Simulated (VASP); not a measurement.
**WB (relaxed from the NiAs type structure, space group P6_3/mmc): computed properties**

The numbers are results of PBE GGA, VASP's PBE PAW potentials (set 64) (plane waves; VASP), not measurements.

```yaml
space_group: P6_3/mmc (194)
cell: a = 2.9633 Å, b = 2.9633 Å, c = 6.1069 Å, α = 90.00°, β = 90.00°, γ = 120.00°
volume_per_atom: 11.61 Å³/atom
band gap (over mesh and band path): none (metal, semimetal or under 0.01 eV)
density: 13.92 g/cm³
```

```cif
data_B2W2
_chemical_formula_sum 'W2 B2'
_space_group_name_H-M_alt 'P 1'
_space_group_IT_number 1
_cell_length_a 2.96333
_cell_length_b 2.96333
_cell_length_c 6.10691
_cell_angle_alpha 90.000
_cell_angle_beta 90.000
_cell_angle_gamma 120.000
loop_
_space_group_symop_operation_xyz
  'x, y, z'
loop_
_atom_site_label
_atom_site_type_symbol
_atom_site_fract_x
_atom_site_fract_y
_atom_site_fract_z
_atom_site_occupancy
W1 W 0.00000 0.00000 0.00000 1
W2 W 0.00000 0.00000 0.50000 1
B1 B 0.33333 0.66667 0.25000 1
B2 B 0.66667 0.33333 0.75000 1
```

Unless said otherwise, spin-orbit coupling is left out, though it shifts the bands of the heavy elements here.

The structure was generated: WB was put into the NiAs type type (P6_3/mmc), which need not be its known phase. It was relaxed first, which changed the volume by -36 %. Symmetry was kept, so distortions that lower it aren't found.
